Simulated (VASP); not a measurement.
Calculation: MS2 meta-GGA, VASP's PBE PAW potentials (set 64) (plane waves; VASP).

VASP input:

INCAR:
```
SYSTEM = NaCl
PREC = Accurate
ENCUT = 520
EDIFF = 1E-7
NELM = 100
ALGO = Normal
LREAL = .FALSE.
LASPH = .TRUE.
ISMEAR = 0
SIGMA = 0.05
METAGGA = MS2
LMIXTAU = .TRUE.
LWAVE = .FALSE.
LCHARG = .FALSE.
ISIF = 2
```

KPOINTS:
```
Regular mesh
0
G
8 8 8
```

### POSCAR
```
NaCl
1.0
  0.0000000000   2.8505871188   2.8505871188
  2.8505871188   0.0000000000   2.8505871188
  2.8505871188   2.8505871188   0.0000000000
Na Cl
1 1
direct
  0.0000000000   0.0000000000   0.0000000000
  0.5000000000   0.5000000000   0.5000000000
```

POTCAR, in this order: Na_pv Cl (PBE.64 set). Program: vasp_std.

The run wrote:

File OSZICAR:
```
       N       E                     dE             d eps       ncg     rms          rms(c)
DAV:   1     0.830298246896E+02    0.83030E+02   -0.72149E+03   641   0.124E+03
DAV:   2    -0.115094623309E+02   -0.94539E+02   -0.88408E+02   780   0.269E+02
DAV:   3    -0.189561438291E+02   -0.74467E+01   -0.73975E+01   770   0.771E+01
DAV:   4    -0.191039353608E+02   -0.14779E+00   -0.14764E+00   721   0.122E+01
DAV:   5    -0.191074545010E+02   -0.35191E-02   -0.35188E-02   804   0.174E+00    0.292E+00
DAV:   6    -0.139735594131E+02    0.51339E+01   -0.25326E+00   650   0.162E+01    0.157E+00
DAV:   7    -0.151288590048E+02   -0.11553E+01   -0.82767E-01   638   0.992E+00    0.164E+00
DAV:   8    -0.150185276612E+02    0.11033E+00   -0.36031E-01   638   0.648E+00    0.112E+00
DAV:   9    -0.150986725494E+02   -0.80145E-01   -0.28429E-01   638   0.645E+00    0.804E-01
DAV:  10    -0.150061834832E+02    0.92489E-01   -0.35109E-01   638   0.728E+00    0.249E-01
DAV:  11    -0.150435957459E+02   -0.37412E-01   -0.22609E-02   638   0.181E+00    0.168E-01
DAV:  12    -0.150487218375E+02   -0.51261E-02   -0.13156E-03   722   0.473E-01    0.123E-01
DAV:  13    -0.150494718620E+02   -0.75002E-03   -0.59333E-04   653   0.295E-01    0.397E-02
DAV:  14    -0.150501965902E+02   -0.72473E-03   -0.24309E-04   674   0.195E-01    0.201E-02
DAV:  15    -0.150500442297E+02    0.15236E-03   -0.75368E-05   644   0.995E-02    0.925E-03
DAV:  16    -0.150501994849E+02   -0.15526E-03   -0.46998E-05   644   0.824E-02    0.428E-03
DAV:  17    -0.150502348840E+02   -0.35399E-04   -0.16896E-05   674   0.534E-02    0.536E-03
DAV:  18    -0.150502347068E+02    0.17713E-06   -0.72836E-07   749   0.105E-02    0.342E-03
DAV:  19    -0.150502338738E+02    0.83298E-06   -0.84272E-08   698   0.337E-03    0.224E-03
DAV:  20    -0.150502330953E+02    0.77853E-06   -0.53407E-07   644   0.850E-03    0.865E-04
DAV:  21    -0.150502335704E+02   -0.47512E-06   -0.10243E-07   656   0.347E-03    0.228E-04
DAV:  22    -0.150502335039E+02    0.66535E-07   -0.13882E-08   618   0.136E-03
   1 F= -.15050234E+02 E0= -.15050234E+02  d E =-.794026E-17
```

File OUTCAR:
```
------------------------ aborting loop because EDIFF is reached ----------------------------------------
  FORCE on cell =-STRESS in cart. coord.  units (eV):
  Direction    XX          YY          ZZ          XY          YZ          ZX
  --------------------------------------------------------------------------------------
  Total       -0.3956695     -0.3956695     -0.3956695     -0.0000000     -0.0000000     -0.0000000
  in kB      -13.6839099    -13.6839099    -13.6839099     -0.0000000     -0.0000000     -0.0000000
  external PRESSURE =     -13.6839099 kB  Pullay stress =       0.0000000 kB
  volume of cell :       46.33
      direct lattice vectors                 reciprocal lattice vectors
     0.000000000  2.850587119  2.850587119    -0.175402462  0.175402462  0.175402462
     2.850587119  0.000000000  2.850587119     0.175402462 -0.175402462  0.175402462
     2.850587119  2.850587119  0.000000000     0.175402462  0.175402462 -0.175402462
  FREE ENERGIE OF THE ION-ELECTRON SYSTEM (eV)
  ---------------------------------------------------
  free  energy   TOTEN  =       -15.0502335039 eV

  energy  without entropy=      -15.0502335039  energy(sigma->0) =      -15.05023350
```
(Selected blocks of OUTCAR.)

The compound is NaCl in the rock salt structure. This cell is one point of a volume scan, at 1.06 of the reference volume.
